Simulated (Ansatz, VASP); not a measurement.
**Si: VASP beside Ansatz**

INCAR

```
SYSTEM = Si
PREC     = Accurate       ! precision mode
ENCUT    = 520            ! plane-wave cutoff, eV
EDIFF    = 1E-6           ! SCF threshold, eV
ISMEAR   = 0              ! smearing method
SIGMA    = 0.15           ! smearing width, eV
LREAL    = .FALSE.        ! projectors in reciprocal space
LASPH    = .TRUE.         ! aspherical terms in the spheres
NELM     = 60             ! most SCF steps
ALGO     = Normal         ! electronic algorithm
ISIF     = 2              ! what is computed and relaxed
LWAVE    = .FALSE.        ! write WAVECAR
LCHARG   = .FALSE.        ! write CHGCAR
GGA      = CA             ! functional
NBANDS   = 8              ! bands
```

KPOINTS

```
Automatic mesh
0
G
  22 22 22
  0 0 0
```

File POSCAR:

```
Si
1.0
   -1.5618383328      1.5618383328      1.2147034620
    1.5618383328     -1.5618383328      1.2147034620
    1.5618383328      1.5618383328     -1.2147034620
Si
1
Direct
    0.0000000000      0.0000000000      0.0000000000
```

Input for Ansatz:

```yaml
crystal:
  lattice:
    - [-1.5618383328, 1.5618383328, 1.214703462]
    - [1.5618383328, -1.5618383328, 1.214703462]
    - [1.5618383328, 1.5618383328, -1.214703462]
  atoms:
    - { symbol: Si, position: [0.0, 0.0, 0.0] }
basis:
  ecutwfc: 420
kpoints:
  mp_grid: { grid: [22, 22, 22] }
hamiltonian:
  xc: lda
scf:
  occupations: { method: gaussian, width: 0.15 }
output:
  forces: true
  stress: true
  eigenvalues: true
```

Change from the starting cell: strain -0.040 along x and y, -0.080 along z, atoms carried along.

Alike in both runs: task single point; functional LDA; k mesh 22 × 22 × 22; occupations gaussian, width 0.15 eV; no spin polarisation.

|  | VASP | Ansatz |
| --- | --- | --- |
| version | VASP 6.6.1 | Ansatz 0.2.0 |
| potentials or method | VASP PAW LDA potentials, release 64 (Si) | scalar-relativistic, plane waves, PAW |
| plane-wave cutoff (eV) | 520 | 420 |
| valence electrons in the cell | 4 | 4 |

Ansatz gave:

```
gap on the k mesh at the Fermi level (eV)       : none
pressure (GPa)                                  : 23.7
largest component of the traceless stress (GPa) : 4.03
```

Problem. Estimate VASP's values.

Solution. gap on the k mesh at the Fermi level (eV): none; pressure (GPa): 23.8; largest component of the traceless stress (GPa): 3.94.

A gap of «none» marks a metal or a gap that the smearing closes.

Caveats: so large a pressure means that the cell lies far from this level's equilibrium, or that cutoff or potentials fall short (VASP).
